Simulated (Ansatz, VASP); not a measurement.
# Cross-check of Na2H6Pt between VASP and Ansatz, part 2 of 2

Aim: how closely do two programs agree when they are given the same cell, functional and k mesh? The cell is taken from a series of runs on this material, whose earlier steps may have relaxed, scaled, displaced or heated it; both programs get it as it stands.

VASP 6.6.1 and Ansatz 0.2.0.

So far: The structure; VASP: dielectric response, LDA.

### Step 3. Ansatz: dielectric response, LDA

Level of this step: Ansatz beside VASP: Kohn-Sham DFT, plane waves, LDA (Ansatz).

Ansatz runs on its default PAW (the set named soft_2) files.

The same cell, functional (in two slightly different forms) and mesh now go to Ansatz, which takes its cutoff from its data sets.

The input, input.yaml:

```yaml
crystal:
  lattice:
    - [0.0, 3.62931595, 3.62931595]
    - [3.62931595, 0.0, 3.62931595]
    - [3.62931595, 3.62931595, 0.0]
  atoms:
    - { symbol: Na, position: [0.75, 0.75, 0.75] }
    - { symbol: Na, position: [0.25, 0.25, 0.25] }
    - { symbol: H, position: [0.77446435, 0.77446435, 0.22553565] }
    - { symbol: H, position: [0.22553565, 0.77446435, 0.22553565] }
    - { symbol: H, position: [0.77446435, 0.22553565, 0.22553565] }
    - { symbol: H, position: [0.22553565, 0.22553565, 0.77446435] }
    - { symbol: H, position: [0.77446435, 0.22553565, 0.77446435] }
    - { symbol: H, position: [0.22553565, 0.77446435, 0.77446435] }
    - { symbol: Pt, position: [0.0, 0.0, 0.0] }
kpoints:
  mp_grid: { grid: [6, 6, 6] }
hamiltonian:
  xc: lda
scf:
  occupations: { method: fixed }
dielectric: {}
```

On the command line:

```bash
ansatz run input.yaml --threads 1 --pin off --max-ram 1382MiB --backend cpu --events-out ev --progress --plain --runs-dir out
```

Numbers of over 12 decimals in the logs are rounded to 6 here.

Log:

```text
Engine: ansatz 0.2.0, aarch64-unknown-linux-gnu
Pseudopotentials: kind: paw
Pseudopotential: Na, paw, valence charge 9, recommended cutoff 420 eV (normal), Na.paw.azcp
Pseudopotential: H, paw, valence charge 1, recommended cutoff 420 eV (normal), H.paw.azcp
Pseudopotential: Pt, paw, valence charge 18, recommended cutoff 420 eV (normal), Pt.paw.azcp
Functional definition: SPW92
  exchange = slater_x
  correlation = pw_c
Crystal: 9 atoms, lattice volume = 95.610 Å³
Basis set: ecut = 420 eV, 1893 PW (Γ), exchange–correlation on 72×72×72 points (8 copies of the dense FFT grid, shifted against one another)
Bands: 30, of which v1, the nominal top of the filled ones, is band 21 counted from 1 (20 counted from 0)
Symmetry: 48 space group operations
k-points: 30 of 216 (irreducible under 8 space group operations, time reversal used)
Non-local potential: Na, projectors of the file, l = 0: 3, l = 1: 2, l = 2: 1
Non-local potential: H, projectors of the file, l = 0: 2, l = 1: 1
Non-local potential: Pt, projectors of the file, l = 0: 3, l = 1: 2, l = 2: 2, l = 3: 1
PAW form: soft (Blöchl's): semilocal exchange-correlation on the pseudo side does not see the compensation charge
PAW frozen core: Na, regenerated for the run's functional, and the local potential with it (the file was generated under x = pbe(κ = 0.804, μ = 0.219515), c = pbe(β = 0.066725))
PAW frozen core: Pt, regenerated for the run's functional, and the local potential with it (the file was generated under x = pbe(κ = 0.804, μ = 0.219515), c = pbe(β = 0.066725))
PAW one-centre angular grid: Na, 110 points (default); XC on 64 Gauss nodes
PAW one-centre angular grid: H, 110 points (default); XC on 64 Gauss nodes
PAW one-centre angular grid: Pt, 590 points (default); XC on 64 Gauss nodes
Initial density: superposition of atomic densities (neutral atoms: chi_scale 0, normalization atom), corrected by the library's trained network
Initial wavefunctions: pseudopotential atomic-orbital guess
Functional: x = slater, c = lda
SCF iter   1: F=—  HF=-15275.520054 eV  |F-HF|=—  |Δ(HF+E_count)|=         —  Δρ=1.20e-2  dr2=1.02e-1  ethr=1.77e-3  ⟨swp⟩=4.1  Hψ=3067  notcnv=0  defer=179
preconditioner: auto → none  [insulator: Δε(μ)=3.250 eV  Ē_g=10.919 eV  n_scr=14 (ndim 8)  ℏωp=16.1 eV  f_vac=0.035  ε∞_Penn≈3.2]
SCF iter   2: F=—  HF=-15275.485769 eV  |F-HF|=—  |Δ(HF+E_count)|=   3.43e-2  Δρ=3.98e-3  dr2=1.53e-2  ethr=2.43e-4  ⟨swp⟩=2.9  Hψ=1691  notcnv=0  defer=208
SCF iter   3: F=—  HF=-15275.485628 eV  |F-HF|=—  |Δ(HF+E_count)|=   1.41e-4  Δρ=3.60e-3  dr2=2.06e-2  ethr=3.64e-5  ⟨swp⟩=2.6  Hψ=1473  notcnv=0  defer=208
SCF iter   4: F=—  HF=-15275.480995 eV  |F-HF|=—  |Δ(HF+E_count)|=   4.63e-3  Δρ=4.20e-4  dr2=5.01e-5  ethr=3.64e-5  ⟨swp⟩=2.0  Hψ=1113  notcnv=0  defer=208
SCF iter   5: F=—  HF=-15275.481003 eV  |F-HF|=—  |Δ(HF+E_count)|=   8.19e-6  Δρ=1.11e-4  dr2=3.32e-6  ethr=1.19e-7  ⟨swp⟩=2.4  Hψ=1401  notcnv=0  defer=126
SCF iter   6: F=—  HF=-15275.480994 eV  |F-HF|=—  |Δ(HF+E_count)|=   9.14e-6  Δρ=8.65e-6  dr2=6.25e-8  ethr=7.91e-9  ⟨swp⟩=2.3  Hψ=1138  notcnv=0  defer=110
SCF iter   7: F=—  HF=-15275.480994 eV  |F-HF|=—  |Δ(HF+E_count)|=   1.82e-8  Δρ=1.59e-6  dr2=9.44e-10  ethr=1.49e-10  ⟨swp⟩=2.1  Hψ=1235  notcnv=0  defer=110
SCF iter   8: F=-15275.480994 eV  HF=-15275.480994 eV  |F-HF|=1.64e-11  |Δ(HF+E_count)|=  1.27e-10  Δρ=2.72e-7  dr2=3.74e-11  ethr=1.00e-12  ⟨swp⟩=8.8  Hψ=4004  notcnv=0
SCF 1 converged in 8 iterations: F = -15275.480994 eV  dr2 = 3.74e-11
  greatest PAW one-centre occupation: 1.000 electrons in one spin orbital (limit 2), on the Pt atom at site 8 (counted from 0), in its partial waves of l = 0
NSCF: frozen V_eff on 2 k-points
DFPT response loops at Γ: preconditioner auto → none (the input reference at scf.mixing.eps_inf says where Resta's filter doesn't serve); β = 0.50; Broyden in place of MSR1
── the response to a field inside a basis, on 6×6×6 k-points: an SCF that follows is theirs, and a resumed run solves both again ──
Bands: 22, of which v1, the nominal top of the filled ones, is band 21 counted from 1 (20 counted from 0)
k-points: 28 of 216 (irreducible under 12 space group operations)
Initial density: handed on by an earlier stage of this run
Initial wavefunctions: pseudopotential atomic-orbital guess (no wavefunctions were taken with the density)
Eigensolver: Dense (28 Hₖ)
SCF iter   1: F=—  HF=-15275.470644 eV  |F-HF|=—  |Δ(HF+E_count)|=         —  Δρ=1.56e-4  dr2=4.17e-6  ethr=1.00e-1
preconditioner: auto → none  [insulator: Δε(μ)=3.427 eV  Ē_g=7.168 eV  n_scr=14 (ndim 8)  ℏωp=16.1 eV  f_vac=0.030  ε∞_Penn≈6.1]
SCF iter   2: F=—  HF=-15275.470646 eV  |F-HF|=—  |Δ(HF+E_count)|=   2.22e-6  Δρ=7.62e-5  dr2=1.19e-6  ethr=9.92e-9
SCF iter   3: F=—  HF=-15275.470647 eV  |F-HF|=—  |Δ(HF+E_count)|=   1.14e-6  Δρ=3.79e-5  dr2=1.92e-6  ethr=2.83e-9
SCF iter   4: F=-15275.470647 eV  HF=-15275.470647 eV  |F-HF|=2.51e-10  |Δ(HF+E_count)|=   3.68e-7  Δρ=3.29e-6  dr2=3.92e-9  ethr=2.83e-9
SCF 1 converged in 4 iterations: F = -15275.470647 eV  dr2 = 3.92e-9
DFPT response loops at Γ: mixed as the last ones told, above
SCF converged after 8 iterations
Free energy (F): -15275.480994 eV
Harris-Foulkes:  -15275.480994 eV  (|F-HF|=1.64e-11)
Internal energy: -15275.480994 eV  (E = F + TS)
E sigma→0 (E₀):  -15275.480994 eV
Fermi energy:    2.329907 eV
--- Per-component energies (eV) ---
  E_band       = -899.792131
  E_kinetic    = 958.302032
  E_local      = -5748.063892  (includes V_loc(G=0)·N_el)
  E_nonlocal   = 442.482155
  E_hartree    = 2148.758144
  E_xc         = -390.945225
  E_vxc        = -472.825836  (∫ρ·V_xc dr)
  E_paw        = -9668.022023  (= ΣΔE_a)
  E_vpaw       = -377.196245  (= ΣTr[D̂ρ^β])
  E_aug_tail   = -0.006965  (compensation charges beyond the density's cutoff)
  E_ewald      = -3018.730869
  E_core_change = 0.745650  (= ΣΔE_core)
  E_smearing   = -0.000000  (= −TS)
  E_closure    = 0.000000  (closes the sum)
  Σ components = -15275.480994   (vs F -15275.480994, Δ=0.00e0)
--- Band table (eV; the first three rows and the last of 30) ---
  k-point 0: bands = [... 17 lower, 0.8139, 2.0918, 2.0918, 2.0918, 7.9348, 9.5977, 9.5977, 10.5401, ... 5 higher]
  k-point 1: bands = [... 17 lower, 0.8327, 1.5520, 2.1490, 2.1490, 8.4971, 8.9264, 8.9264, 10.2309, ... 5 higher]
  k-point 2: bands = [... 17 lower, 0.8814, 0.9039, 2.2480, 2.2480, 8.2033, 8.2033, 8.9551, 9.6220, ... 5 higher]
  k-point 29: bands = [... 17 lower, 0.9962, 1.1234, 1.3808, 1.4189, 6.3934, 8.9754, 9.4616, 10.4936, ... 5 higher]
--- Dielectric response (ions clamped): 3 representative field directions + reference, inside a basis on a mesh of 216 k-points (Σ response iterations 15) ---
  ε∞ (high-frequency dielectric tensor):
        3.462853    -0.000000     0.000000
       -0.000000     3.462853    -0.000000
        0.000000    -0.000000     3.462853
  Born effective charges Z* (e; rows j = field, columns β = displacement):
    site 0:
         1.03320    0.00000   -0.00000
        -0.00000    1.03320    0.00000
        -0.00000   -0.00000    1.03320
    site 1:
         1.03320   -0.00000   -0.00000
        -0.00000    1.03320   -0.00000
        -0.00000    0.00000    1.03320
    site 2:
         0.14254   -0.00000   -0.00000
        -0.00000    0.14254    0.00000
        -0.00000   -0.00000   -0.88250
    site 3:
         0.14254   -0.00000   -0.00000
        -0.00000   -0.88250    0.00000
        -0.00000   -0.00000    0.14254
    site 4:
        -0.88250   -0.00000   -0.00000
        -0.00000    0.14254    0.00000
        -0.00000   -0.00000    0.14254
    site 5:
         0.14254   -0.00000   -0.00000
        -0.00000    0.14254    0.00000
        -0.00000   -0.00000   -0.88250
    site 6:
         0.14254   -0.00000   -0.00000
        -0.00000   -0.88250    0.00000
        -0.00000   -0.00000    0.14254
    site 7:
        -0.88250   -0.00000   -0.00000
        -0.00000    0.14254    0.00000
        -0.00000   -0.00000    0.14254
    site 8:
        -0.87156    0.00000    0.00000
         0.00000   -0.87156   -0.00000
         0.00000    0.00000   -0.87156
  Z* charge neutrality: 3.903e-4 e pre-enforcement
  solved inside a basis spanned on kpoints, on 6×6×6 k-points, its susceptibility summed on 10×10×10: ε∞ is read to err by 8.0e-3, Z* by 1.9e-2 e (field_mesh: kpoints solves on kpoints); Z* is corrected for what the basis lacks
```

Reading the cycles: dr2 is the Hartree energy of the density residual (eV), the measure of convergence; HF is the Harris–Foulkes estimate of the energy, which meets the free energy F at convergence.

### Step 4. Side by side

Known differences besides the potentials themselves: fixed occupations in Ansatz, narrow Gaussian smearing in VASP; VASP's response is taken on the typed mesh, Ansatz refines its own for the field response alone; the data sets hold 42 valence electrons in Ansatz (on its default PAW (the set named soft_2) files) and 30 in VASP; the cutoff is 420 eV in Ansatz and 400 eV in VASP; VASP's log shows a relativistic correction to its local exchange, Ansatz's none. Total energies have different zeros and are not compared.

Compared:

| quantity | Ansatz | VASP | difference |
| --- | --- | --- | --- |
| ε∞ xx | 3.46 | 3.46 | -0.01 % |
| ε∞ yy | 3.46 | 3.46 | -0.01 % |
| ε∞ zz | 3.46 | 3.46 | -0.01 % |

### Step 5. What came out

* difference in ε∞ xx (dielectric response, LDA): -0.011 %

What this shows: The difference in ε∞ xx is -0.011 % (dielectric response, LDA), within the 5 % picked in this series as the mark of a large difference. The data sets hold unlike numbers of valence electrons (42 in Ansatz and 30 in VASP), so part of the differences comes from the potentials. Such differences can come from data sets, numerical settings and the points named under the comparisons, not from the functional's error against experiment.

[Lines on the potential files, build, host, timing and source positions are cut from VASP's logs without a mark.]

[Logs are printed without paths, hosts, clocks, repeated set-up lines and the standing remarks that a program may print on its own settings, such as how far it seeks lower states.]

[Hosts, paths, dates, database ids (printed as entryN), source tags and the programs' standing remarks are cut or masked in the printed files.]
